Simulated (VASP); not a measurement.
# CsRe3 (Fm-3m) in VASP: notebook

Aim: see how the results for CsRe3 move with the level of theory and the settings. Levels: PBE, PBEsol. Tasks: relaxation of cell and atoms.

Program: VASP 6.6.1. These are calculated values, not measurements. Logs are shortened: lines on timing, memory, paths and dates and some standing lists are left out, and cuts for length are marked.

### Step 1. The structure

The structure is cubic, space group Fm-3m (No. 225). The conventional cell has a = 6.569 Å, b = 6.569 Å, c = 6.569 Å, α = 90.00°, β = 90.00°, γ = 90.00°. Cs (site symmetry m-3m) has 8 Re at 2.84 Å as nearest neighbours. Re (site symmetry -43m) has 4 Cs at 2.84 Å and 4 Re at 2.84 Å as nearest neighbours. Re (site symmetry m-3m) has 8 Re at 2.84 Å as nearest neighbours.

The cell was built by a generator and needn't be a form met in nature.

### Step 2. Relaxation of cell and atoms, PBE

File INCAR:

```
SYSTEM = CsRe3
PREC     = Accurate       ! precision mode
ENCUT    = 600            ! plane-wave cutoff, eV
EDIFF    = 1E-7           ! SCF threshold, eV
ISMEAR   = 1              ! smearing method
SIGMA    = 0.2            ! smearing width, eV
LREAL    = .False.        ! projectors in reciprocal space
LASPH    = .True.         ! aspherical terms in the spheres
NELM     = 60             ! most SCF steps
ALGO     = Normal         ! electronic algorithm
ISIF     = 3              ! what is computed and relaxed
LWAVE    = .False.        ! write WAVECAR
LCHARG   = .False.        ! write CHGCAR
GGA      = PE             ! functional
IBRION   = 2              ! ionic algorithm
NSW      = 40             ! ionic steps
EDIFFG   = -0.01          ! ionic threshold
```

File KPOINTS:

```
Automatic mesh
0
Gamma
  7 7 7
  0 0 0
```

File POSCAR:

```
CsRe3
1.0
    0.0000000000      3.2846100000      3.2846100000
    3.2846100000      0.0000000000      3.2846100000
    3.2846100000      3.2846100000      0.0000000000
Cs Re
1 3
Direct
    0.0000000000      0.0000000000      0.0000000000
    0.2500000000      0.2500000000      0.2500000000
    0.7500000000      0.7500000000      0.7500000000
    0.5000000000      0.5000000000      0.5000000000
```

Potentials or basis: VASP PAW PBE potentials, release 64 (Cs_sv, Re).

On the command line:

```bash
$ cat potpaw_PBE.64/Cs_sv/POTCAR potpaw_PBE.64/Re/POTCAR > POTCAR
$ mpirun -np 1 vasp_std > vasp.out
```

OUTCAR:

```text
SYSTEM = CsRe3
   PREC = Accurate
   ENCUT = 600
   EDIFF = 1E-7
   ISMEAR = 1
   LREAL = .False.
   LASPH = .True.
   NELM = 60
   ISIF = 3
   GGA = PE
   IBRION = 2
   NSW = 40
   EDIFFG = -0.01

 ion  position               nearest neighbor table
   1  0.000  0.000  0.000-   3 2.84   3 2.84   3 2.84   2 2.84   2 2.84   2 2.84   3 2.84   2 2.84
                             4 3.28   4 3.28   4 3.28   4 3.28   4 3.28   4 3.28
   2  0.250  0.250  0.250-   1 2.84   1 2.84   1 2.84   4 2.84   4 2.84   4 2.84   4 2.84   1 2.84
                             3 3.28   3 3.28   3 3.28   3 3.28   3 3.28   3 3.28
   3  0.750  0.750  0.750-   4 2.84   4 2.84   4 2.84   1 2.84   1 2.84   1 2.84   4 2.84   1 2.84
                             2 3.28   2 3.28   2 3.28   2 3.28   2 3.28   2 3.28
   4  0.500  0.500  0.500-   2 2.84   2 2.84   2 2.84   3 2.84   3 2.84   3 2.84   3 2.84   2 2.84
                             1 3.28   1 3.28   1 3.28   1 3.28   1 3.28   1 3.28

  LATTYP: Found a face centered cubic cell.
 ALAT       =     6.5692200000

  Lattice vectors:

 A1 = (   0.0000000000,   3.2846100000,   3.2846100000)
 A2 = (   3.2846100000,   0.0000000000,   3.2846100000)
 A3 = (   3.2846100000,   3.2846100000,   0.0000000000)

Analysis of symmetry for initial positions (statically):
=====================================================================
 Subroutine PRICEL returns:
 Original cell was already a primitive cell.

 Routine SETGRP: Setting up the symmetry group for a
 face centered cubic supercell.

 Subroutine GETGRP returns: Found 48 space group operations
 (whereof 48 operations were pure point group operations)
 out of a pool of 48 trial point group operations.

The static configuration has the point symmetry O_h .

Analysis of symmetry for dynamics (positions and initial velocities):
=====================================================================
 Subroutine PRICEL returns:
 Original cell was already a primitive cell.

 Routine SETGRP: Setting up the symmetry group for a
 face centered cubic supercell.

 Subroutine GETGRP returns: Found 48 space group operations
 (whereof 48 operations were pure point group operations)
 out of a pool of 48 trial point group operations.

The dynamic configuration has the point symmetry O_h .

 Subroutine INISYM returns: Found 48 space group operations
 (whereof 48 operations are pure point group operations),
 and found     1 'primitive' translations

----------------------------------------------------------------------------------------

                                     Primitive cell

  volume of cell :      70.8731

  direct lattice vectors                    reciprocal lattice vectors
     0.000000000  3.284610000  3.284610000    -0.152225074  0.152225074  0.152225074
     3.284610000  0.000000000  3.284610000     0.152225074 -0.152225074  0.152225074
     3.284610000  3.284610000  0.000000000     0.152225074  0.152225074 -0.152225074

  length of vectors
     4.645140009  4.645140009  4.645140009     0.263661562  0.263661562  0.263661562

  position of ions in fractional coordinates (direct lattice)
     0.000000000  0.000000000  0.000000000
     0.250000000  0.250000000  0.250000000
     0.750000000  0.750000000  0.750000000
     0.500000000  0.500000000  0.500000000

  ion indices of the primitive-cell ions
   primitive index   ion index
                 1           1
                 2           2
                 3           3
                 4           4

----------------------------------------------------------------------------------------

 KPOINTS: Automatic mesh

Automatic generation of k-mesh.
 Grid dimensions read from file:
 generate k-points for:    7    7    7

 Generating k-lattice:

  Cartesian coordinates                     Fractional coordinates (reciprocal lattice)
    -0.021746439  0.021746439  0.021746439     0.142857143  0.000000000  0.000000000
     0.021746439 -0.021746439  0.021746439     0.000000000  0.142857143  0.000000000
     0.021746439  0.021746439 -0.021746439     0.000000000  0.000000000  0.142857143

  Length of vectors
     0.037665937  0.037665937  0.037665937

  Shift w.r.t. Gamma in fractional coordinates (k-lattice)
     0.000000000  0.000000000  0.000000000

 Subroutine IBZKPT returns following result:
 ===========================================

 Found     20 irreducible k-points:

 Following reciprocal coordinates:
            Coordinates               Weight
  0.000000  0.000000  0.000000      1.000000
  0.142857  0.000000  0.000000      8.000000
  0.285714  0.000000  0.000000      8.000000
  0.428571  0.000000  0.000000      8.000000
  0.142857  0.142857  0.000000      6.000000
  0.285714  0.142857  0.000000     24.000000
[... 12 lines left out ...]
 -0.428571  0.428571  0.142857     24.000000
 -0.285714  0.428571  0.142857     24.000000
   k-points           NKPTS =     20   k-points in BZ     NKDIM =     20   number of bands    NBANDS=     19
   number of dos      NEDOS =    301   number of ions     NIONS =      4
   total plane-waves  NPLWV =  64000
   dimension x,y,z NGX =    40 NGY =   40 NGZ =   40
   dimension x,y,z NGXF=    80 NGYF=   80 NGZF=   80
   ions per type =               1   3
   NGX,Y,Z   is equivalent  to a cutoff of  14.32, 14.32, 14.32 a.u.
   NGXF,Y,Z  is equivalent  to a cutoff of  28.63, 28.63, 28.63 a.u.
 SYSTEM =  CsRe3
   PREC   = accura    normal or accurate (medium, high low for compatibility)
   ISTART =      0    job   : 0-new  1-cont  2-samecut
   ICHARG =      2    charge: 1-file 2-atom 10-const
   ISPIN  =      1    spin polarized calculation?
   LNONCOLLINEAR =      F non collinear calculations
   LSORBIT =      F    spin-orbit coupling
   LASPH  =      T    aspherical Exc in radial PAW
   ENCUT  =  600.0 eV  44.10 Ry    6.64 a.u.   9.28  9.28  9.28*2*pi/ulx,y,z
   NELM   =     60;   NELMIN=  2; NELMDL= -5     # of ELM steps
   EDIFF  = 0.1E-06   stopping-criterion for ELM
   LREAL  =      F    real-space projection
   EDIFFG = -.1E-01   stopping-criterion for IOM
   NSW    =     40    number of steps for IOM
   IBRION =      2    ionic relax: 0-MD 1-quasi-New 2-CG
   NFREE  =      1    steps in history (QN), initial steepest desc. (CG)
   ISIF   =      3    stress and relaxation
   ISYM   =      2    0-nonsym 1-usesym 2-fastsym
   POTIM  = 0.5000    time-step for ionic-motion
   TEBEG  =    0.0;   TEEND  =   0.0 temperature during run
   PSTRESS=    0.0 pullay stress
   NELECT =      30.0000    total number of electrons
   NUPDOWN=      -1.0000    fix difference up-down
   EMIN   =  10.00;   EMAX   =-10.00  energy-range for DOS
   EFERMI =   0.00;   METHOD = LEGACY
   ISMEAR =     1;   SIGMA  =   0.20  broadening in eV -4-tet -1-fermi 0-gaus
   EFERMI_NEDOS =   21; number of points for ismear=-14 and -15
   IALGO  =     38    algorithm
   IMIX   =      4    mixing-type and parameters
     AMIX     =   0.40;   BMIX     =  1.00
     AMIX_MAG =   1.60;   BMIX_MAG =  1.00
  volume/ion in A,a.u.               =      17.72       119.57
  Fermi-wavevector in a.u.,A,eV,Ry     =   1.229197  2.322845 20.557381  1.510925
  Thomas-Fermi vector in A             =   2.364093
   LORBIT       =      0    0 simple, 1 ext, 2 COOP (PROOUT), +10 PAW based schemes
   GGA     = PE    functional components
   LHFCALC =     F    Hartree Fock is set to
   AEXX    =    0.0000 exact exchange contribution
   IVDW    =     0    specifies the selected vdW correction
   LEPSILON=     F    determine dielectric tensor
   LRPA    =     F    only Hartree local field effects (RPA)
 conjugate gradient relaxation of ions
 non-spin polarized calculation
 Methfessel and Paxton  Order N= 1 SIGMA  =   0.20
  energy-cutoff  :      600.00
  volume of cell :       70.87
 maximum number of plane-waves:      2421
 NGX is ok and might be reduce to    40
   NGX = 19   NGY = 19   NGZ = 19

--------------------------------------- Ionic step        1  -------------------------------------------

 number of electron      30.0000001 magnetization

 Free energy of the ion-electron system (eV)
  ---------------------------------------------------
  ext. energy  EPLUGINS =         0.00000000
  ---------------------------------------------------
  free energy    TOTEN  =       -29.50638507 eV

  energy without entropy =      -29.51489336  energy(sigma->0) =      -29.50922117

------------------------ aborting loop because EDIFF is reached ----------------------------------------

  FORCE on cell =-STRESS in cart. coord.  units (eV):
  Direction    XX          YY          ZZ          XY          YZ          ZX
  --------------------------------------------------------------------------------------
  -------------------------------------------------------------------------------------
  Total        1.0929671      1.0929671      1.0929671      0.0000000      0.0000000      0.0000000
  in kB       24.7079225     24.7079225     24.7079225      0.0000000      0.0000000      0.0000000
  external PRESSURE =      24.7079225 kB  Pullay stress =       0.0000000 kB
[... 61 lines left out ...]
  energy  without entropy=      -29.4923966969  energy(sigma->0) =      -29.48671818

--------------------------------------- Ionic step        3  -------------------------------------------

 number of electron      30.0000000 magnetization

 Free energy of the ion-electron system (eV)
  ---------------------------------------------------
  ext. energy  EPLUGINS =         0.00000000
  ---------------------------------------------------
  free energy    TOTEN  =       -29.51320005 eV

  energy without entropy =      -29.52179596  energy(sigma->0) =      -29.51606536

 E-fermi :   7.0234     XC(G=0): -12.7374

 val. band max:        6.9257768476   @ k =  -0.4286   0.1429   0.0000
 cond. band min:       7.1013562552   @ k =  -0.4286   0.4286   0.1429
 fundamental gap:      0.1755794076
 Fermi energy:         7.0233706041

 k-point     1 :       0.0000    0.0000    0.0000
  band No.  band energies     occupation
      1     -15.3283      2.00000
      2      -3.0083      2.00000
      3      -3.0083      2.00000
      4      -3.0083      2.00000
      5       0.6035      2.00000
      6       2.1255      2.00000
[... 11 lines left out ...]
     18       8.0610     -0.00000
     19       8.3523     -0.00000
[... 447 lines left out ...]
  FREE ENERGIE OF THE ION-ELECTRON SYSTEM (eV)
  ---------------------------------------------------
  free  energy   TOTEN  =       -29.5132000550 eV

  energy  without entropy=      -29.5217959620  energy(sigma->0) =      -29.51606536

 reached required accuracy - stopping structural energy minimisation
```

It took 80 s on 1 thread of Intel Xeon Platinum 8488C (Sapphire Rapids), shared host; peak memory 0.25 GiB.

Results:

```
Free energy                            : -29.5132 eV
Relaxed volume                         : 17.95 Å³/atom
Relaxed cell                           : a = 4.665 Å, b = 4.665 Å, c = 4.665 Å, α = 60.00°, β = 60.00°, γ = 60.00°
Space group after relaxing (to 0.05 Å) : Fm-3m (No. 225)
Energy gained by relaxing              : 1.7 meV/atom
Ionic steps                            : 3
Pressure after relaxing                : 0.0 GPa
Band gap on the k mesh                 : none (metal or under the smearing width)
```

The path:
```tsv
step	energy change (eV)	largest force (eV/Å)	pressure (GPa)	volume (Å³)
1	0.0000	0.0000	2.47	70.87
2	0.0225	0.0000	-4.71	73.71
3	-0.0068	0.0000	-0.01	71.78
```

Final structure:
```cif
data_structure
_symmetry_space_group_name_H-M 'P 1'
_symmetry_Int_Tables_number 1
_cell_length_a 4.6649
_cell_length_b 4.6649
_cell_length_c 4.6649
_cell_angle_alpha 60.000
_cell_angle_beta 60.000
_cell_angle_gamma 60.000
_cell_volume 71.78
loop_
_atom_site_label
_atom_site_type_symbol
_atom_site_fract_x
_atom_site_fract_y
_atom_site_fract_z
_atom_site_occupancy
Cs1 Cs 0.00000 0.00000 0.00000 1
Re1 Re 0.25000 0.25000 0.25000 1
Re2 Re 0.75000 0.75000 0.75000 1
Re3 Re 0.50000 0.50000 0.50000 1
```

Levels at points of the mesh, in eV from the Fermi level:
```tsv
k point	band 11	band 12	band 13	band 14	band 15	band 16	band 17	band 18	band 19
(0.00, 0.00, 0.00)	-0.58	-0.58	-0.58	-0.45	-0.45	-0.45	1.04	1.04	1.33
```

The run has no spin-orbit coupling, so splittings on Cs, Re are missing.

### Step 3. Relaxation of cell and atoms, PBEsol

Changes to INCAR since step 2:

```diff
@@ -3,3 +3,3 @@
 ENCUT    = 600            ! plane-wave cutoff, eV
-EDIFF    = 1E-7           ! SCF threshold, eV
+EDIFF    = 1E-6           ! SCF threshold, eV
 ISMEAR   = 1              ! smearing method
@@ -8,3 +8,3 @@
 LASPH    = .True.         ! aspherical terms in the spheres
-NELM     = 60             ! most SCF steps
+NELM     = 100            ! most SCF steps
 ALGO     = Normal         ! electronic algorithm
@@ -13,3 +13,3 @@
 LCHARG   = .False.        ! write CHGCAR
-GGA      = PE             ! functional
+GGA      = PS             ! functional
 IBRION   = 2              ! ionic algorithm
```

File KPOINTS:

```
regular mesh
0
Gamma
  7 7 7
  0 0 0
```

POSCAR is that of step 2.

Potentials or basis: VASP PAW PBE potentials, release 64 (Cs_sv, Re).

On the command line:

```bash
$ cat potpaw_PBE.64/Cs_sv/POTCAR potpaw_PBE.64/Re/POTCAR > POTCAR
$ mpirun -np 1 vasp_std > vasp.out
```

Wall time 89 s (1 thread of Intel Xeon Platinum 8488C (Sapphire Rapids), shared host); peak memory 0.25 GiB.

Results (log left out):

```
Free energy                            : -32.7792 eV
Relaxed volume                         : 17.28 Å³/atom
Relaxed cell                           : a = 4.607 Å, b = 4.607 Å, c = 4.607 Å, α = 60.00°, β = 60.00°, γ = 60.00°
Space group after relaxing (to 0.05 Å) : Fm-3m (No. 225)
Energy gained by relaxing              : 7.0 meV/atom
Ionic steps                            : 4
Pressure after relaxing                : 0.0 GPa
Band gap on the k mesh                 : none (metal or under the smearing width)
```

Step by step:
```
step  energy change (eV)  largest force (eV/Å)  pressure (GPa)  volume (Å³)
   1              0.0000                0.0000           -5.02        70.87
   2              0.1301                0.0000           14.07        65.32
   3             -0.0279                0.0000           -0.16        69.17
   4             -0.0280                0.0000            0.02        69.12
```

Final structure:
```
Cs Re
1.0
     0.00000    3.25735    3.25735
     3.25735    0.00000    3.25735
     3.25735    3.25735    0.00000
Cs Re
1 3
Direct
  0.00000 0.00000 0.00000
  0.25000 0.25000 0.25000
  0.75000 0.75000 0.75000
  0.50000 0.50000 0.50000
```

Levels at points of the mesh, in eV from the Fermi level:
```csv
k point,band 11,band 12,band 13,band 14,band 15,band 16,band 17,band 18,band 19
"(0.00, 0.00, 0.00)",-0.54,-0.54,-0.54,-0.53,-0.53,-0.53,1.08,1.08,1.38
```

Caveat: the PAW data sets were made with another functional, which shifts forces and pressure a little.

### Step 4. The reference run

An earlier run on the cell as given: functional PBE; potentials or basis VASP PAW PBE potentials, release 64 (Cs_sv, Re); cutoff 520 eV; k mesh 7 × 7 × 7; occupations fermi-dirac, width 0.05 eV; no spin polarisation.

* Pressure: 2.5 GPa
* Band gap on the k mesh: none (metal or under the smearing width)

### Step 5. Summary

```tsv
task	level	cell	cutoff (eV)	smearing	gap on the mesh (eV)	pressure (GPa)	relaxed volume (Å³/atom)
relaxation of cell and atoms	PBE	relaxed	600	methfessel-paxton 0.2 eV	none	0.0	17.95
relaxation of cell and atoms	PBEsol	relaxed	600	methfessel-paxton 0.2 eV	none	0.0	17.28
single point	PBE	as given	520	fermi-dirac 0.05 eV	none	2.5	-
```

Alike in all rows: potentials or basis VASP PAW PBE potentials, release 64 (Cs_sv, Re); no spin polarisation; k mesh 7 × 7 × 7.

Caveats: the PAW data sets were made with another functional, which shifts forces and pressure a little (some runs).

Total energies depend on the potentials used, so only differences within one code and one set of settings carry meaning.
